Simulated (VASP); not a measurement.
# PrAs3 (Pm-3m) in VASP: reference runs

Aim: a first look at PrAs3 with PBE, on the cell as given.

Program: VASP 6.6.1. These are calculated values, not measurements. Logs are shortened: lines on timing, memory, paths and dates and some standing lists are left out, and cuts for length are marked.

## Step 1: The structure

It takes space group Pm-3m (No. 221, cubic). Conventional cell: a = 4.469 Å, b = 4.469 Å, c = 4.469 Å, α = 90.00°, β = 90.00°, γ = 90.00°. Pr (site symmetry m-3m) has 12 As at 3.16 Å as nearest neighbours. As (site symmetry 4/mmm) is surrounded by 4 Pr at 3.16 Å and 8 As at 3.16 Å.

The cell comes from a database or a generator and needn't be the stable form of this composition.

## Step 2: Single point, PBE, collinear spin, ferromagnetic start

Input file INCAR:

```
PREC = Accurate ; ENCUT = 520
EDIFF = 1E-7 ; ISMEAR = -1
SIGMA = 0.05 ; LREAL = False
LASPH = True ; NELM = 150
ALGO = Normal ; ISIF = 2
LWAVE = False ; LCHARG = False
ISPIN = 2 ; MAGMOM = 2 0 0 0
LORBIT = 11 ; LMAXMIX = 6
GGA = PE ; NBANDS = 26
```

Input file KPOINTS:

```
regular mesh
0
Gamma
  6 6 6
```

Input file POSCAR:

```
PrAs3
1.0
    4.4686140000      0.0000000000      0.0000000000
    0.0000000000      4.4686140000      0.0000000000
    0.0000000000      0.0000000000      4.4686140000
Pr As
1 3
Direct
    0.0000000000      0.0000000000      0.0000000000
    0.5000000000      0.5000000000      0.0000000000
    0.5000000000      0.0000000000      0.5000000000
    0.0000000000      0.5000000000      0.5000000000
```

Potentials or basis: VASP PAW PBE potentials, release 64 (Pr, As).

Run with:

```
$ cat potpaw_PBE.64/Pr/POTCAR potpaw_PBE.64/As/POTCAR > POTCAR
$ mpirun -np 1 vasp_std > vasp.out
```

OUTCAR:

```text
PREC = Accurate
   ENCUT = 520
   EDIFF = 1E-7
   ISMEAR = -1
   LREAL = False
   LASPH = True
   NELM = 150
   ISIF = 2
   ISPIN = 2
   LORBIT = 11
   GGA = PE

 ion  position               nearest neighbor table
   1  0.000  0.000  0.000-   2 3.16   3 3.16   4 3.16   3 3.16   4 3.16   2 3.16   4 3.16   4 3.16
                             2 3.16   3 3.16   3 3.16   2 3.16
   2  0.500  0.500  0.000-   1 3.16   1 3.16   1 3.16   1 3.16
   3  0.500  0.000  0.500-   1 3.16   1 3.16   1 3.16   1 3.16
   4  0.000  0.500  0.500-   1 3.16   1 3.16   1 3.16   1 3.16

  LATTYP: Found a simple cubic cell.
 ALAT       =     4.4686140000

  Lattice vectors:

 A1 = (   4.4686140000,   0.0000000000,   0.0000000000)
 A2 = (   0.0000000000,   4.4686140000,   0.0000000000)
 A3 = (   0.0000000000,   0.0000000000,   4.4686140000)

Analysis of symmetry for initial positions (statically):
=====================================================================
 Subroutine PRICEL returns:
 Original cell was already a primitive cell.

 Routine SETGRP: Setting up the symmetry group for a
 simple cubic supercell.

 Subroutine GETGRP returns: Found 48 space group operations
 (whereof 48 operations were pure point group operations)
 out of a pool of 48 trial point group operations.

The static configuration has the point symmetry O_h .

Analysis of symmetry for dynamics (positions and initial velocities):
=====================================================================
 Subroutine PRICEL returns:
 Original cell was already a primitive cell.

 Routine SETGRP: Setting up the symmetry group for a
 simple cubic supercell.

 Subroutine GETGRP returns: Found 48 space group operations
 (whereof 48 operations were pure point group operations)
 out of a pool of 48 trial point group operations.

The dynamic configuration has the point symmetry O_h .

Analysis of structural, dynamic, and magnetic symmetry:
=====================================================================
 Subroutine PRICEL returns:
 Original cell was already a primitive cell.

 Routine SETGRP: Setting up the symmetry group for a
 simple cubic supercell.

 Subroutine GETGRP returns: Found 48 space group operations
 (whereof 48 operations were pure point group operations)
 out of a pool of 48 trial point group operations.

The overall configuration has the point symmetry O_h .

 Subroutine INISYM returns: Found 48 space group operations
 (whereof 48 operations are pure point group operations),
 and found     1 'primitive' translations

----------------------------------------------------------------------------------------

                                     Primitive cell

  volume of cell :      89.2316

  direct lattice vectors                    reciprocal lattice vectors
     4.468614000  0.000000000  0.000000000     0.223783034  0.000000000  0.000000000
     0.000000000  4.468614000  0.000000000     0.000000000  0.223783034  0.000000000
     0.000000000  0.000000000  4.468614000     0.000000000  0.000000000  0.223783034

  length of vectors
     4.468614000  4.468614000  4.468614000     0.223783034  0.223783034  0.223783034

  position of ions in fractional coordinates (direct lattice)
     0.000000000  0.000000000  0.000000000
     0.500000000  0.500000000  0.000000000
     0.500000000  0.000000000  0.500000000
     0.000000000  0.500000000  0.500000000

  ion indices of the primitive-cell ions
   primitive index   ion index
                 1           1
                 2           2
                 3           3
                 4           4

----------------------------------------------------------------------------------------

 KPOINTS: regular mesh

Automatic generation of k-mesh.
 Grid dimensions read from file:
 generate k-points for:    6    6    6

 Generating k-lattice:

  Cartesian coordinates                     Fractional coordinates (reciprocal lattice)
     0.037297172  0.000000000  0.000000000     0.166666667  0.000000000  0.000000000
     0.000000000  0.037297172  0.000000000     0.000000000  0.166666667  0.000000000
     0.000000000  0.000000000  0.037297172     0.000000000  0.000000000  0.166666667

  Length of vectors
     0.037297172  0.037297172  0.037297172

  Shift w.r.t. Gamma in fractional coordinates (k-lattice)
     0.000000000  0.000000000  0.000000000

 Subroutine IBZKPT returns following result:
 ===========================================

 Found     20 irreducible k-points:

 Following reciprocal coordinates:
            Coordinates               Weight
  0.000000  0.000000  0.000000      1.000000
  0.166667  0.000000  0.000000      6.000000
  0.333333  0.000000  0.000000      6.000000
  0.500000  0.000000  0.000000      3.000000
  0.166667  0.166667  0.000000     12.000000
  0.333333  0.166667  0.000000     24.000000
[... 12 lines left out ...]
  0.500000  0.500000  0.333333      6.000000
  0.500000  0.500000  0.500000      1.000000
   k-points           NKPTS =     20   k-points in BZ     NKDIM =     20   number of bands    NBANDS=     26
   number of dos      NEDOS =    301   number of ions     NIONS =      4
   total plane-waves  NPLWV =  46656
   dimension x,y,z NGX =    36 NGY =   36 NGZ =   36
   dimension x,y,z NGXF=    72 NGYF=   72 NGZF=   72
   ions per type =               1   3
   NGX,Y,Z   is equivalent  to a cutoff of  13.39, 13.39, 13.39 a.u.
   NGXF,Y,Z  is equivalent  to a cutoff of  26.79, 26.79, 26.79 a.u.
 SYSTEM =  unknown system
   PREC   = accura    normal or accurate (medium, high low for compatibility)
   ISTART =      0    job   : 0-new  1-cont  2-samecut
   ICHARG =      2    charge: 1-file 2-atom 10-const
   ISPIN  =      2    spin polarized calculation?
   LNONCOLLINEAR =      F non collinear calculations
   LSORBIT =      F    spin-orbit coupling
   LASPH  =      T    aspherical Exc in radial PAW
   ENCUT  =  520.0 eV  38.22 Ry    6.18 a.u.   8.31  8.31  8.31*2*pi/ulx,y,z
   NELM   =    150;   NELMIN=  2; NELMDL= -5     # of ELM steps
   EDIFF  = 0.1E-06   stopping-criterion for ELM
   LREAL  =      F    real-space projection
   EDIFFG = 0.1E-05   stopping-criterion for IOM
   NSW    =      0    number of steps for IOM
   IBRION =     -1    ionic relax: 0-MD 1-quasi-New 2-CG
   NFREE  =      0    steps in history (QN), initial steepest desc. (CG)
   ISIF   =      2    stress and relaxation
   ISYM   =      2    0-nonsym 1-usesym 2-fastsym
   POTIM  = 0.5000    time-step for ionic-motion
   TEBEG  =    0.0;   TEEND  =   0.0 temperature during run
   PSTRESS=    0.0 pullay stress
   NELECT =      28.0000    total number of electrons
   NUPDOWN=      -1.0000    fix difference up-down
   EMIN   =  10.00;   EMAX   =-10.00  energy-range for DOS
   EFERMI =   0.00;   METHOD = LEGACY
   ISMEAR =    -1;   SIGMA  =   0.05  broadening in eV -4-tet -1-fermi 0-gaus
   EFERMI_NEDOS =   21; number of points for ismear=-14 and -15
   IALGO  =     38    algorithm
   IMIX   =      4    mixing-type and parameters
     AMIX     =   0.40;   BMIX     =  1.00
     AMIX_MAG =   1.60;   BMIX_MAG =  1.00
  volume/ion in A,a.u.               =      22.31       150.54
  Fermi-wavevector in a.u.,A,eV,Ry     =   1.112469  2.102262 16.838403  1.237588
  Thomas-Fermi vector in A             =   2.249044
   LORBIT       =     11    0 simple, 1 ext, 2 COOP (PROOUT), +10 PAW based schemes
   GGA     = PE    functional components
   LHFCALC =     F    Hartree Fock is set to
   AEXX    =    0.0000 exact exchange contribution
   IVDW    =     0    specifies the selected vdW correction
   LEPSILON=     F    determine dielectric tensor
   LRPA    =     F    only Hartree local field effects (RPA)
 spin polarized calculation
  energy-cutoff  :      520.00
  volume of cell :       89.23
 maximum number of plane-waves:      2469
 NGX is ok and might be reduce to    36
   NGX = 17   NGY = 17   NGZ = 17

 number of electron      27.9999993 magnetization      -0.0008821

 number of electron      27.9999993 magnetization       0.0002365

 Free energy of the ion-electron system (eV)
  ---------------------------------------------------
  ext. energy  EPLUGINS =         0.00000000
  ---------------------------------------------------
  free energy    TOTEN  =       -21.69697781 eV

  energy without entropy =      -21.59578553  energy(sigma->0) =      -21.64638167

 E-fermi :   6.3332     XC(G=0): -10.5773

 val. band max:        6.3210152127   @ k =   0.5000   0.5000   0.3333
 cond. band min:       6.3664120372   @ k =   0.5000   0.1667   0.0000
 fundamental gap:      0.0453968244
 Fermi energy:         6.3331704870

 spin component 1

 k-point     1 :       0.0000    0.0000    0.0000
  band No.  band energies     occupation
      1     -29.4996      1.00000
      2     -11.5733      1.00000
      3     -11.5733      1.00000
      4     -11.5733      1.00000
      5      -6.7451      1.00000
      6      -2.7733      1.00000
[... 18 lines left out ...]
     25       8.0900      0.00000
     26       8.8216      0.00000

 k-point     2 :       0.1667    0.0000    0.0000
  band No.  band energies     occupation
      1     -29.4981      1.00000
      2     -11.6439      1.00000
      3     -11.5665      1.00000
      4     -11.5665      1.00000
      5      -6.5124      1.00000
      6      -3.1130      1.00000
[... 18 lines left out ...]
     25       8.9149      0.00000
[... 492 lines left out ...]
     25      10.1570      0.00000
     26      10.2840      0.00000

 k-point    20 :       0.5000    0.5000    0.5000
  band No.  band energies     occupation
      1     -29.4824      1.00000
      2     -11.6938      1.00000
      3     -11.6938      1.00000
      4     -11.6938      1.00000
      5      -4.2243      1.00000
      6      -4.2243      1.00000
[... 18 lines left out ...]
     25       9.9259      0.00000
     26      10.0353      0.00000
 Fermi energy:         6.3331704870

 spin component 2

 k-point     1 :       0.0000    0.0000    0.0000
  band No.  band energies     occupation
      1     -29.4995      1.00000
      2     -11.5732      1.00000
      3     -11.5732      1.00000
      4     -11.5732      1.00000
      5      -6.7451      1.00000
      6      -2.7733      1.00000
[... 18 lines left out ...]
     25       8.0901      0.00000
     26       8.8218      0.00000

 k-point     2 :       0.1667    0.0000    0.0000
  band No.  band energies     occupation
      1     -29.4980      1.00000
      2     -11.6438      1.00000
      3     -11.5664      1.00000
      4     -11.5664      1.00000
      5      -6.5124      1.00000
      6      -3.1130      1.00000
[... 18 lines left out ...]
     25       8.9139      0.00000
[... 492 lines left out ...]
     25      10.2652      0.00000
     26      10.2840      0.00000

 k-point    20 :       0.5000    0.5000    0.5000
  band No.  band energies     occupation
      1     -29.4823      1.00000
      2     -11.6937      1.00000
      3     -11.6937      1.00000
      4     -11.6937      1.00000
      5      -4.2243      1.00000
      6      -4.2243      1.00000
[... 18 lines left out ...]
     25      10.0351      0.00000
     26      10.0354      0.00000

------------------------ aborting loop because EDIFF is reached ----------------------------------------

  FORCE on cell =-STRESS in cart. coord.  units (eV):
  Direction    XX          YY          ZZ          XY          YZ          ZX
  --------------------------------------------------------------------------------------
  -------------------------------------------------------------------------------------
  Total       -3.3770232     -3.3770232     -3.3770232      0.0000000      0.0000000     -0.0000000
  in kB      -60.6353802    -60.6353802    -60.6353802      0.0000000      0.0000000     -0.0000000
  external PRESSURE =     -60.6353802 kB  Pullay stress =       0.0000000 kB

 VOLUME and BASIS-vectors are now :
 -----------------------------------------------------------------------------
  energy-cutoff  :      520.00
  volume of cell :       89.23
      direct lattice vectors                 reciprocal lattice vectors
     4.468614000  0.000000000  0.000000000     0.223783034  0.000000000  0.000000000
     0.000000000  4.468614000  0.000000000     0.000000000  0.223783034  0.000000000
     0.000000000  0.000000000  4.468614000     0.000000000  0.000000000  0.223783034

 POSITION                                       TOTAL-FORCE (eV/Angst)
 -----------------------------------------------------------------------------------
      0.00000      0.00000      0.00000         0.000000      0.000000      0.000000
      2.23431      2.23431      0.00000         0.000000      0.000000      0.000000
      2.23431      0.00000      2.23431         0.000000      0.000000      0.000000
      0.00000      2.23431      2.23431         0.000000      0.000000      0.000000
 -----------------------------------------------------------------------------------
    total drift:                               -0.000000      0.000000      0.000000

  FREE ENERGIE OF THE ION-ELECTRON SYSTEM (eV)
  ---------------------------------------------------
  free  energy   TOTEN  =       -21.6969778130 eV

  energy  without entropy=      -21.5957855305  energy(sigma->0) =      -21.64638167

 total charge

# of ion       s       p       d       f       tot
--------------------------------------------------
    1        1.944   5.333   0.503   2.120   9.899
    2        1.299   1.327   0.030   0.000   2.656
    3        1.299   1.327   0.030   0.000   2.656
    4        1.299   1.327   0.030   0.000   2.656
--------------------------------------------------
tot          5.841   9.314   0.592   2.120  17.867

 magnetization (x)

# of ion       s       p       d       f       tot
--------------------------------------------------
    1        0.000  -0.000   0.000   0.001   0.001
    2       -0.000  -0.000   0.000   0.000  -0.000
    3       -0.000  -0.000   0.000   0.000  -0.000
    4       -0.000  -0.000   0.000   0.000  -0.000
--------------------------------------------------
tot          0.000  -0.000   0.000   0.001   0.001
```

Run time: 8.2 min. Hardware: 1 thread of AMD EPYC, shared host; peak memory 0.25 GiB.

What came out:

* Free energy: -21.6970 eV
* Pressure: -6.1 GPa
* Band gap on the k mesh: none (metal or under the smearing width)
* Net moment: 0.00 μB per cell
* Valence electrons inside the program's atomic spheres: Pr 9.90; As 2.66

Levels at points of the mesh, in eV from the Fermi level:
Spin up:
```tsv
k point	band 10	band 11	band 12	band 13	band 14	band 15	band 16	band 17	band 18	band 19
(0.00, 0.00, 0.00)	-3.76	-0.88	-0.88	-0.88	0.23	0.30	0.30	0.30	1.24	1.24
(0.50, 0.00, 0.00)	-2.87	-1.66	-1.52	-1.52	-0.85	0.17	0.17	0.18	0.22	0.28
(0.50, 0.50, 0.00)	-2.56	-2.56	-1.56	-1.20	-1.20	0.11	0.11	0.12	0.21	0.45
(0.50, 0.50, 0.50)	-3.74	-3.74	-0.05	-0.05	-0.05	0.15	0.15	0.15	0.31	2.89
```
Spin down:
| k point | band 10 | band 11 | band 12 | band 13 | band 14 | band 15 | band 16 | band 17 | band 18 | band 19 |
| --- | --- | --- | --- | --- | --- | --- | --- | --- | --- | --- |
| (0.00, 0.00, 0.00) | -3.76 | -0.88 | -0.88 | -0.88 | 0.23 | 0.30 | 0.30 | 0.30 | 1.24 | 1.24 |
| (0.50, 0.00, 0.00) | -2.87 | -1.66 | -1.52 | -1.52 | -0.85 | 0.17 | 0.17 | 0.18 | 0.22 | 0.28 |
| (0.50, 0.50, 0.00) | -2.56 | -2.56 | -1.56 | -1.20 | -1.20 | 0.11 | 0.11 | 0.12 | 0.21 | 0.45 |
| (0.50, 0.50, 0.50) | -3.74 | -3.74 | -0.05 | -0.05 | -0.05 | 0.15 | 0.15 | 0.15 | 0.31 | 2.89 |

Caveat: the magnetic or orbital state may not be the lowest; spin-orbit coupling is left out, which moves the levels of the heavy elements; without U or exact exchange the open f shell lies at the Fermi level, which spoils levels, moments and volumes.
